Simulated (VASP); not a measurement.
**HfO2: electric field gradients**

How much do local probes of HfO2 depend on the functional? The cell has space group P4_2/nmc, a computed entry that need not be the common form of this compound. The start is a computed cell from the Materials Project.

Method: LDA; plane waves and PAW (Hf_pv, O), in the first sound run; inputs show where later runs differ, in VASP 6.6.1.

This is a report of a sequence of runs, with most program output left out.

## 1. The starting structure

The structure is tetragonal, space group P4_2/nmc (No. 137). The conventional cell has a = 3.558 Å, b = 3.558 Å, c = 5.172 Å, α = 90.00°, β = 90.00°, γ = 90.00°. Hf has 8 O at 2.05 to 2.37 Å nearest. Nearest to O lie 4 Hf at 2.05 to 2.37 Å. Farther neighbours and most contacts between anions are not listed.

Structure file:

```cif
data_structure
_symmetry_space_group_name_H-M 'P 1'
_symmetry_Int_Tables_number 1
_cell_length_a 3.5580
_cell_length_b 3.5580
_cell_length_c 5.1719
_cell_angle_alpha 90.000
_cell_angle_beta 90.000
_cell_angle_gamma 90.000
_cell_volume 65.47
loop_
_atom_site_label
_atom_site_type_symbol
_atom_site_fract_x
_atom_site_fract_y
_atom_site_fract_z
_atom_site_occupancy
Hf1 Hf 0.50000 0.50000 0.50000 1
Hf2 Hf 0.00000 0.00000 0.00000 1
O3 O 0.00000 0.50000 0.69721 1
O4 O 0.50000 0.00000 0.80279 1
O5 O 0.50000 0.00000 0.30279 1
O6 O 0.00000 0.50000 0.19721 1
```

## 2. Local probes at LDA

Field gradients probe the charge near the nuclei, so LASPH is on and the cutoff is at least 1.4 times the default of the data sets; this run is at LDA.

Input file INCAR:

```
SYSTEM = HfO2
PREC = Accurate
ENCUT = 560
EDIFF = 1E-07
NELM = 100
ISMEAR = -1
SIGMA = 0.05
LREAL = .FALSE.
ALGO = Normal
GGA = CA
NBANDS = 28
LORBIT = 11
LWAVE = .FALSE.
LCHARG = .FALSE.
KPAR = 2
LEFG = .TRUE.
ICORELEVEL = 1
LASPH = .TRUE.
```

Input file POSCAR:

```
HfO2
1.0
    3.5580193300      0.0000000000      0.0000000000
    0.0000000000      3.5580193300      0.0000000000
    0.0000000000      0.0000000000      5.1718612100
Hf O
2 4
Direct
    0.5000000000      0.5000000000      0.5000000000
    0.0000000000      0.0000000000      0.0000000000
    0.0000000000      0.5000000000      0.6972078800
    0.5000000000      0.0000000000      0.8027921200
    0.5000000000      0.0000000000      0.3027921200
    0.0000000000      0.5000000000      0.1972078800
```

Input file KPOINTS:

```
Automatic mesh
0
Gamma
8 8 6
0 0 0
```

The projector-augmented-wave data sets are Hf_pv and O (PBE family, release 64).

The run is started by

```
$ mpirun -np 2 vasp_std
```

The job ended after 30 s (2 MPI ranks of Intel Xeon Platinum 8488C (Sapphire Rapids), shared host; peak memory 0.42 GiB).

These are scalar-relativistic Kohn-Sham levels of the ground state, with no core hole, so they are not binding energies. Harder data sets than Hf_pv exist (the GW ones), and pressures, volumes and forces can shift noticeably with them. The PAW data sets were made with PBE, though LDA sets exist; this is a small mismatch.

Numbers from this step:

- free energy (TOTEN): -66.3679 eV
- Fermi energy: 4.219 eV
- pressure: -7.016 GPa

The two shallowest core shells; atoms whose shallowest level rounds to another's at 0.01 eV are left out. Core levels, by row:

```csv
atom,shell,level below the valence-band top (eV)
Hf1,5s,60.01
Hf1,4f,10.09
O3,1s,503.7
```

Ordered as |Vzz| ≥ |Vxx| ≥ |Vyy|, the program's way. Electric field gradients, by row:

```csv
atom,Vxx (V/Å²),Vyy (V/Å²),Vzz (V/Å²),asymmetry
Hf1,-61.68,-61.68,123.4,0
Hf2,-61.68,-61.68,123.4,0
O3,-7.976,-3.923,11.9,0.341
O4,-7.976,-3.923,11.9,0.341
O5,-7.976,-3.923,11.9,0.341
O6,-7.976,-3.923,11.9,0.341
```

The largest gradient is 123.4 V/Å², at Hf1.

## 3. Local probes at PBE

This step: PBE; plane waves and PAW (Hf_pv, O) (VASP 6.6.1).

Field gradients probe the charge near the nuclei, so LASPH is on and the cutoff is at least 1.4 times the default of the data sets; this run is at PBE.

INCAR: that of step 2 with these lines changed.

```diff
@@ -9,3 +9,3 @@
 ALGO = Normal
-GGA = CA
+GGA = PE
 NBANDS = 28
```

POSCAR is that of step 2.

KPOINTS is that of step 2.

The run is started by

```
$ mpirun -np 2 vasp_std
```

The job ended after 33 s (2 MPI ranks; peak memory 0.46 GiB).

The atoms bear forces, and field gradients depend strongly on their positions.

Numbers from this step:

```
free energy (TOTEN) : -60.6697 eV
Fermi energy        : 4.599 eV
pressure            : 6.426 GPa
```

The two shallowest core shells; atoms whose shallowest level rounds to another's at 0.01 eV are left out. Core levels, by row:

```csv
atom,shell,level below the valence-band top (eV)
Hf1,5s,60.31
Hf1,4f,10.31
O3,1s,503.5
```

Ordered as |Vzz| ≥ |Vxx| ≥ |Vyy|, the program's way. Electric field gradients, by row:

```csv
atom,Vxx (V/Å²),Vyy (V/Å²),Vzz (V/Å²),asymmetry
Hf1,-60.19,-60.19,120.4,0
Hf2,-60.19,-60.19,120.4,0
O3,-6.004,-4.148,10.15,0.183
O4,-6.004,-4.148,10.15,0.183
O5,-6.004,-4.148,10.15,0.183
O6,-6.004,-4.148,10.15,0.183
```

The largest gradient is 120.4 V/Å², at Hf1.

## 4. Local probes at r2SCAN

This step: r2SCAN; plane waves and PAW (Hf_pv, O) (VASP 6.6.1).

Field gradients probe the charge near the nuclei, so LASPH is on and the cutoff is at least 1.4 times the default of the data sets; this run is at r2SCAN.

INCAR: that of step 3 with these lines changed.

```diff
@@ -9,3 +9,4 @@
 ALGO = Normal
-GGA = PE
+METAGGA = R2SCAN
+LASPH = .TRUE.
 NBANDS = 28
@@ -16,3 +17 @@
 LEFG = .TRUE.
-ICORELEVEL = 1
-LASPH = .TRUE.
```

POSCAR is that of step 3.

KPOINTS is that of step 3.

The run is started by

```
$ mpirun -np 2 vasp_std
```

Elapsed: 1.9 min, on 2 MPI ranks; peak memory 0.46 GiB.

The PAW data sets were made with PBE, which is usual practice but a small mismatch for other functionals.

Numbers from this step:

| Property | Result |
| --- | --- |
| free energy (TOTEN) | -137.3107 eV |
| Fermi energy | 4.193 eV |
| pressure | 0.3093 GPa |

Ordered as |Vzz| ≥ |Vxx| ≥ |Vyy|, the program's way. Electric field gradients, by row:

```csv
atom,Vxx (V/Å²),Vyy (V/Å²),Vzz (V/Å²),asymmetry
Hf1,-62.24,-62.24,124.5,0
Hf2,-62.24,-62.24,124.5,0
O3,-5.669,-4.707,10.38,0.093
O4,-5.669,-4.707,10.38,0.093
O5,-5.669,-4.707,10.38,0.093
O6,-5.669,-4.707,10.38,0.093
```

The largest gradient is 124.5 V/Å², at Hf1.

## 5. Summary

This step: electric field gradients, LDA, PBE, r2SCAN; plane waves and PAW (VASP 6.6.1).

No new run; the numbers come from the runs before.

Cost is wall time times ranks on a shared host. EFG, by row:

```csv
functional,Vzz Hf1 (V/Å²),Vzz O3 (V/Å²),cost (core minutes)
LDA,123.4,11.9,1
PBE,120.4,10.15,1.1
r2SCAN,124.5,10.38,3.7
```

## 6. Results

```json
{
  "LDA": "largest |Vzz| 123 V/Å²",
  "PBE": "largest |Vzz| 120 V/Å²",
  "r2SCAN": "largest |Vzz| 124 V/Å²"
}
```

In words: The largest field gradient is that at Hf1, Vzz = 123 V/Å² at LDA, with an asymmetry of 0.00. On that site the functionals span 120 to 124 V/Å², at costs of 1 to 3.7 core minutes. For isotopes with a quadrupole moment, the coupling follows from Vzz times that moment. Kohn-Sham core levels are too shallow against measured binding energies; only differences between inequivalent sites of one element, where there are any, carry meaning. The given cell is kept, although it stands at -7.0 GPa at LDA and ENCUT = 560 eV, which holds the mismatch of the given cell with this functional, any error of the entry itself and any basis-set error. Not tabulated here, as repeats of values shown or as unfit to read for their mesh, reference level or band range: gaps (local probes).

[Lines on the potential files, build, host, timing and source positions are cut from VASP's logs without a mark.]

[Logs are printed without paths, hosts, clocks, repeated set-up lines and the standing remarks that a program may print on its own settings, such as how far it seeks lower states.]

[Hosts, paths, dates, database ids (printed as entryN), source tags and the programs' standing remarks are cut or masked in the printed files.]
